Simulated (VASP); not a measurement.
Level of theory: G0W0 on PBE orbitals, VASP's PBE PAW potentials (set 64) (plane waves; VASP).

VASP ran on this input.

File KPOINTS:
```
Automatic mesh
0
gamma
4 4 2
0 0 0
```

### POSCAR
```
ZnS
1
    1.9100000000    -3.3082170000     0.0000000000
    1.9100000000     3.3082170000     0.0000000000
    0.0000000000     0.0000000000     6.2600000000
Zn S
2 2
Direct
  0.6666670000   0.3333330000   0.5000000000
  0.3333330000   0.6666670000   0.0000000000
  0.6666670000   0.3333330000   0.8750000000
  0.3333330000   0.6666670000   0.3750000000
```

### INCAR
```
SYSTEM=ZnS
LSPECTRALGW=.TRUE.
ISMEAR=0
ENCUTGW=200
NBANDS=320
SIGMA=0.01   # width (eV)
LREAL=.FALSE.
PREC=Normal
GGA=PE   # PBE
ENCUT=500
ALGO=EVGW0
LASPH=.TRUE.
LWAVE=.FALSE.
NBANDSGW=34
LCHARG=.FALSE.
NOMEGA=64
NELMGW=1
```

POTCAR, in this order: Zn_sv_GW S_GW (PBE.64 set). Program: vasp_std. Read from the step before: WAVECAR, WAVEDER.

Output of the run:

**OUTCAR**
```
 ion  position               nearest neighbor table
   1  0.667  0.333  0.500-   4 2.34   4 2.34   4 2.34   3 2.35
   2  0.333  0.667  0.000-   3 2.34   3 2.34   3 2.34   4 2.35
   3  0.667  0.333  0.875-   2 2.34   2 2.34   2 2.34   1 2.35
   4  0.333  0.667  0.375-   1 2.34   1 2.34   1 2.34   2 2.35
  LATTYP: Found a hexagonal cell.
 ALAT       =     3.8199999632
 C/A-ratio  =     1.6387434713
 Subroutine PRICEL returns:
 Original cell was already a primitive cell.
 Subroutine GETGRP returns: Found 12 space group operations
The static configuration has the point symmetry C_3v.
 The point group associated with its full space group is C_6v.
The dynamic configuration has the point symmetry C_3v.
 Subroutine INISYM returns: Found 12 space group operations
 Subroutine IBZKPT returns following result:
 Found      8 irreducible k-points:

 Following reciprocal coordinates:
            Coordinates               Weight
  0.000000  0.000000  0.000000      1.000000
  0.250000  0.000000  0.000000      6.000000
  0.500000  0.000000  0.000000      3.000000
  0.250000  0.250000  0.000000      6.000000
  0.000000  0.000000  0.500000      1.000000
  0.250000  0.000000  0.500000      6.000000
  0.500000  0.000000  0.500000      3.000000
  0.250000  0.250000  0.500000      6.000000
 Subroutine IBZKPT_HF returns following result:
   k-points           NKPTS =      8   k-points in BZ     NKDIM =     32   number of bands    NBANDS=    320
   number of dos      NEDOS =    301   number of ions     NIONS =      4
   total plane-waves  NPLWV =  20736
   dimension x,y,z NGX =    24 NGY =   24 NGZ =   36
   dimension x,y,z NGXF=    48 NGYF=   48 NGZF=   72
   ions per type =               2   2
   PREC   = normal    normal or accurate (medium, high low for compatibility)
   ISTART =      1    job   : 0-new  1-cont  2-samecut
   ICHARG =      0    charge: 1-file 2-atom 10-const
   ISPIN  =      1    spin polarized calculation?
   LNONCOLLINEAR =      F non collinear calculations
...
```

### OSZICAR
```
energies w=
    0.000    0.000    1.341    0.000    2.680    0.000    4.013    0.000
    5.337    0.000    6.651    0.000    7.953    0.000    9.240    0.000
   10.511    0.000   11.767    0.000   13.006    0.000   14.228    0.000
   15.433    0.000   16.623    0.000   17.798    0.000   18.959    0.000
   20.108    0.000   21.246    0.000   22.375    0.000   23.496    0.000
   24.612    0.000   25.725    0.000   26.837    0.000   27.950    0.000
   29.067    0.000   30.190    0.000   31.323    0.000   32.468    0.000
   33.628    0.000   34.806    0.000   36.007    0.000   37.234    0.000
   38.491    0.000   39.784    0.000   41.117    0.000   42.495    0.000
   43.926    0.000   45.417    0.000   46.974    0.000   48.609    0.000
   50.330    0.000   52.151    0.000   54.085    0.000   56.147    0.000
   58.358    0.000   60.738    0.000   63.316    0.000   66.121    0.000
   69.194    0.000   72.580    0.000   76.338    0.000   80.539    0.000
   85.273    0.000   90.657    0.000   96.842    0.000  104.025    0.000
  112.478    0.000  122.573    0.000  134.841    0.000  150.063    0.000
  169.445    0.000  194.939    0.000  229.932    0.000  280.871    0.000
NQ=   1    0.0000    0.0000    0.0000,
 performed        663000 updates of chi_q(r,r)
NQ=   2    0.2500    0.0000    0.0000,
 performed       1717000 updates of chi_q(r,r)
NQ=   3    0.5000    0.0000    0.0000,
 performed       2641000 updates of chi_q(r,r)
NQ=   4    0.2500    0.2500    0.0000,
 performed       3826000 updates of chi_q(r,r)
NQ=   5    0.0000    0.0000    0.5000,
 performed       4489000 updates of chi_q(r,r)
NQ=   6    0.2500    0.0000    0.5000,
 performed       5543000 updates of chi_q(r,r)
NQ=   7    0.5000    0.0000    0.5000,
 performed       6467000 updates of chi_q(r,r)
NQ=   8    0.2500    0.2500    0.5000,
 performed       7652000 updates of chi_q(r,r)
 resolving degeneracies of screened two electron integrals
```

OUTCAR:
```


 k-point   1 :       0.0000    0.0000    0.0000
  band No.  KS-energies  QP-energies   sigma(KS)   V_xc(KS)     V^pw_x(r,r')   Z            occupation Imag(sigma)

      1    -121.6301    -132.2292     -53.8335     -38.6738     -68.8719       0.6992       2.0000       2.4911
      2    -121.6301    -132.2292     -53.8335     -38.6738     -68.8719       0.6992       2.0000       2.4911
      3     -75.8209     -82.6877     -47.5238     -37.6063     -61.3262       0.6924       2.0000       2.4686
      4     -75.8209     -82.6877     -47.5238     -37.6063     -61.3262       0.6924       2.0000       2.4686
      5     -75.8209     -82.6877     -47.5238     -37.6063     -61.3262       0.6924       2.0000       2.4686
      6     -75.8209     -82.6877     -47.5238     -37.6063     -61.3262       0.6924       2.0000       2.4686
      7     -75.8209     -82.6877     -47.5238     -37.6063     -61.3262       0.6924       2.0000       2.4686
      8     -75.8209     -82.6877     -47.5238     -37.6063     -61.3262       0.6924       2.0000       2.4686
      9      -9.9172     -11.2024     -14.8382     -13.0735     -21.2046       0.7283       2.0000       2.0586
     10      -8.9876     -10.2157     -15.6945     -14.0017     -21.9157       0.7255       2.0000       1.8629
     11      -3.0976      -5.0173     -31.6525     -28.9727     -40.0147       0.7164       2.0000       0.9473
     12      -3.0879      -5.0074     -31.6753     -28.9964     -40.0416       0.7165       2.0000       0.9479
     13      -3.0879      -5.0074     -31.6753     -28.9964     -40.0416       0.7165       2.0000       0.9479
     14      -3.0068      -4.9347     -31.9628     -29.2764     -40.3654       0.7177       2.0000       0.9402
     15      -3.0068      -4.9347     -31.9628     -29.2764     -40.3654       0.7177       2.0000       0.9402
     16      -2.6490      -4.6362     -33.8144     -31.0421     -42.5708       0.7168       2.0000       0.8999
     17      -2.6490      -4.6362     -33.8144     -31.0421     -42.5708       0.7168       2.0000       0.8999
     18      -2.5729      -4.5738     -34.1408     -31.3649     -42.9653       0.7208       2.0000       0.9005
     19      -2.5729      -4.5738     -34.1408     -31.3649     -42.9653       0.7208       2.0000       0.9005
     20      -2.4176      -4.3689     -32.6570     -29.9594     -41.1244       0.7234       2.0000       0.9101
     21      -2.0610      -3.3961     -14.3222     -12.5903     -17.4280       0.7709       2.0000       0.7722
     22       2.3479       1.2565     -16.9373     -15.5325     -19.2639       0.7768       2.0000       0.4247
     23       2.3479       1.2565     -16.9373     -15.5325     -19.2639       0.7768       2.0000       0.4247
     24       3.1611       2.1487     -17.7307     -16.4352     -19.9320       0.7815       2.0000       0.3810
     25       3.2329       2.2220     -17.8819     -16.5849     -20.1149       0.7794       2.0000       0.3820
     26       3.2329       2.2220     -17.8819     -16.5849     -20.1149       0.7794       2.0000       0.3820
     27       5.3963       5.8877     -10.7126     -11.3194      -6.8436       0.8098       0.0000      -0.3639
     28       6.2970       6.8878     -10.9261     -11.6564      -7.0732       0.8090       0.0000      -0.3760
     29       9.5140      10.1811     -10.2177     -11.0422      -6.0420       0.8090       0.0000      -0.4671
     30       9.5140      10.1811     -10.2177     -11.0422      -6.0420       0.8090       0.0000      -0.4671
     31       9.7822      10.4834     -10.2061     -11.0743      -5.9326       0.8077       0.0000      -0.4780
     32      10.8745      11.6386     -10.5266     -11.4782      -6.0856       0.8030       0.0000      -0.5361
     33      10.8745      11.6386     -10.5266     -11.4782      -6.0856       0.8030       0.0000      -0.5361
     34      12.4513      13.0075     -10.0925     -10.7920      -5.1689       0.7952       0.0000      -0.7239

 k-point   2 :       0.2500    0.0000    0.0000
  band No.  KS-energies  QP-energies   sigma(KS)   V_xc(KS)     V^pw_x(r,r')   Z            occupation Imag(sigma)

      1    -121.6302    -132.1004     -53.8338     -38.6739     -68.8721       0.6906       2.0000       2.4909
      2    -121.6302    -132.1004     -53.8338     -38.6739     -68.8721       0.6906       2.0000       2.4909
      3     -75.8212     -82.6435     -47.5234     -37.6062     -61.3257       0.6879       2.0000       2.4684
      4     -75.8212     -82.6435     -47.5234     -37.6062     -61.3257       0.6879       2.0000       2.4684
      5     -75.8212     -82.6435     -47.5234     -37.6062     -61.3257       0.6879       2.0000       2.4684
      6     -75.8212     -82.6435     -47.5234     -37.6062     -61.3257       0.6879       2.0000       2.4684
      7     -75.8212     -82.6435     -47.5234     -37.6062     -61.3257       0.6879       2.0000       2.4684
      8     -75.8212     -82.6435     -47.5234     -37.6062     -61.3257       0.6879       2.0000       2.4684
      9      -9.5338     -10.7969     -15.1134     -13.3778     -21.4024       0.7277       2.0000       1.9787
     10      -8.7954     -10.0174     -15.9120     -14.2307     -22.1150       0.7268       2.0000       1.8229
     11      -3.1009      -4.9883     -30.2953     -27.6729     -38.2863       0.7197       2.0000       0.9427
     12      -3.0351      -4.9543     -31.5772     -28.9059     -39.8899       0.7185       2.0000       0.9416
     13      -3.0244      -4.9503     -31.8909     -29.2074     -40.2873       0.7177       2.0000       0.9429
     14      -2.9364      -4.8608     -31.6957     -29.0257     -39.9962       0.7208       2.0000       0.9331
     15      -2.9024      -4.8413     -32.3896     -29.6955     -40.8681       0.7197       2.0000       0.9351
     16      -2.6951      -4.6732     -33.4860     -30.7263     -42.1829       0.7168       2.0000       0.9059
     17      -2.6618      -4.6312     -32.9629     -30.2279     -41.5221       0.7201       2.0000       0.9066
     18      -2.6387      -4.6289     -33.8465     -31.0747     -42.6160       0.7180       2.0000       0.9020
     19      -2.5576      -4.5629     -34.1965     -31.4180     -43.0293       0.7217       2.0000       0.8988
     20      -2.3331      -4.2685     -33.0968     -30.4223     -41.5898       0.7237       2.0000       0.9021
     21      -1.5602      -2.8776     -15.4425     -13.7322     -18.6363       0.7703       2.0000       0.7175
     22       0.2797      -0.9773     -16.2774     -14.6586     -19.1538       0.7766       2.0000       0.5515
     23       1.0289      -0.1273     -17.8937     -16.4000     -20.7326       0.7741       2.0000       0.4960
     24       1.6157       0.4705     -16.1395     -14.6661     -18.5362       0.7773       2.0000       0.4623
     25       2.6047       1.5538     -17.0882     -15.7383     -19.3225       0.7785       2.0000       0.4029
     26       2.7835       1.7340     -17.3688     -16.0200     -19.6345       0.7780       2.0000       0.4016
     27       7.1034       7.6998     -11.2787     -12.0226      -7.2650       0.8016       0.0000      -0.4048
     28       7.3129       7.8957     -10.7028     -11.4231      -6.8349       0.8091       0.0000      -0.3988
     29       9.1035       9.6915     -10.3059     -11.0376      -6.1188       0.8036       0.0000      -0.4779
     30       9.7581      10.3876     -10.3746     -11.1561      -6.1539       0.8056       0.0000      -0.4923
     31      10.2076      10.9152     -10.3442     -11.2224      -6.0211       0.8056       0.0000      -0.5067
     32      11.1610      11.6739     -10.2111     -10.8457      -6.0478       0.8083       0.0000      -0.5314
     33      11.6892      12.3782     -10.4224     -11.2803      -5.8462       0.8031       0.0000      -0.5924
     34      12.0412      12.7125     -10.6202     -11.4576      -6.0730       0.8017       0.0000      -0.6104

 k-point   3 :       0.5000    0.0000    0.0000
  band No.  KS-energies  QP-energies   sigma(KS)   V_xc(KS)     V^pw_x(r,r')   Z            occupation Imag(sigma)

      1    -121.6302    -132.1903     -53.8340     -38.6739     -68.8721       0.6966       2.0000       2.4906
      2    -121.6302    -132.1903     -53.8340     -38.6739     -68.8721       0.6966       2.0000       2.4906
      3     -75.8211     -82.6628     -47.5233     -37.6062     -61.3254       0.6899       2.0000       2.4682
      4     -75.8211     -82.6628     -47.5233     -37.6062     -61.3254       0.6899       2.0000       2.4682
      5     -75.8211     -82.6628     -47.5233     -37.6062     -61.3254       0.6899       2.0000       2.4682
      6     -75.8211     -82.6628     -47.5233     -37.6062     -61.3254       0.6899       2.0000       2.4682
      7     -75.8211     -82.6628     -47.5233     -37.6062     -61.3254       0.6899       2.0000       2.4682
      8     -75.8211     -82.6628     -47.5233     -37.6062     -61.3254       0.6899       2.0000       2.4682
      9      -9.0000     -10.2294     -15.6735     -13.9793     -21.8950       0.7257       2.0000       1.8652
     10      -8.6778      -9.8939     -16.0403     -14.3662     -22.2314       0.7264       2.0000       1.8003
     11      -3.0759      -4.9695     -30.2867     -27.6606     -38.2507       0.7211       2.0000       0.9354
     12      -2.9839      -4.9151     -32.0300     -29.3398     -40.4448       0.7179       2.0000       0.9379
     13      -2.8626      -4.7553     -30.2098     -27.5961     -38.0837       0.7242       2.0000       0.9159
     14      -2.8396      -4.7811     -32.1232     -29.4315     -40.5192       0.7213       2.0000       0.9257
     15      -2.7924      -4.7448     -32.9869     -30.2780     -41.5865       0.7207       2.0000       0.9311
     16      -2.7265      -4.6792     -32.9125     -30.2045     -41.4693       0.7211       2.0000       0.9231
     17      -2.5847      -4.5831     -34.1106     -31.3373     -42.9352       0.7206       2.0000       0.9029
     18      -2.5370      -4.5444     -34.2700     -31.4891     -43.1151       0.7219       2.0000       0.8971
     19      -2.4589      -4.3571     -30.6846     -28.0804     -38.5826       0.7289       2.0000       0.8952
     20      -2.4439      -4.3993     -33.4625     -30.7540     -42.0856       0.7219       2.0000       0.9075
     21      -1.5671      -3.0003     -19.5529     -17.6667     -23.8584       0.7598       2.0000       0.7450
     22      -0.8684      -2.1764     -17.1525     -15.4508     -20.5272       0.7686       2.0000       0.6573
     23      -0.0043      -1.2558     -15.1861     -13.5720     -17.8969       0.7753       2.0000       0.5740
     24       1.0154      -0.1658     -15.2651     -13.7414     -17.6700       0.7753       2.0000       0.5000
     25       1.5730       0.4283     -16.2859     -14.8172     -18.7072       0.7794       2.0000       0.4511
     26       2.3520       1.2655     -16.8520     -15.4539     -19.1579       0.7771       2.0000       0.4249
     27       6.8847       7.3749     -10.6219     -11.2251      -6.9910       0.8126       0.0000      -0.3779
     28       7.4524       8.1033     -11.0313     -11.8411      -6.9810       0.8037       0.0000      -0.4144
     29       8.3485       8.7540     -10.4728     -10.9741      -6.8353       0.8090       0.0000      -0.4168
...
```
(Selected blocks of OUTCAR.)

The mesh is coarse and the basis finite, so the quasiparticle values are not converged. VASP warned that its frequency grid is unfit for quasiparticle energies.

The compound is ZnS in the wurtzite structure, the high-temperature form. The cell was not relaxed at this level. The k-mesh is coarse (spacing up to 0.50 per Å, 2π included), so the numbers may not be converged in it.
